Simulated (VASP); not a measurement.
Here is the system:

```
CELL_PARAMETERS angstrom
      2.93760     0.00000     0.00000
      0.00000     2.93760     0.00000
      0.00000     0.00000     2.93760
ATOMIC_POSITIONS crystal
  Ga 0.50000 0.50000 0.50000
  Co 0.00000 0.00000 0.00000
```

All values below come from PBE GGA with spin-orbit coupling, VASP's PBE PAW potentials (set 64) (plane waves; VASP). Numerical set-up: 400 eV cut-off, 11×11×11 Γ-centred mesh, first-order Methfessel-Paxton smearing of 0.10 eV, potentials Ga_d Co.

Give the stress tensor in GPa (positive for a compressed cell).

```
-9.40   0.00   0.00
 0.00  -9.40   0.00
 0.00   0.00  -9.40
```
The pressure is its mean diagonal, -9.40 GPa.

The compound is CoGa in the CsCl type structure. The cell was not relaxed at this level. The run is one of a series of settings (GGA_COMPAT = .FALSE., LSORBIT = .TRUE., MAGMOM = 0 0 0 0 0 0, program vasp_ncl against the base run), some of them coarse on purpose.
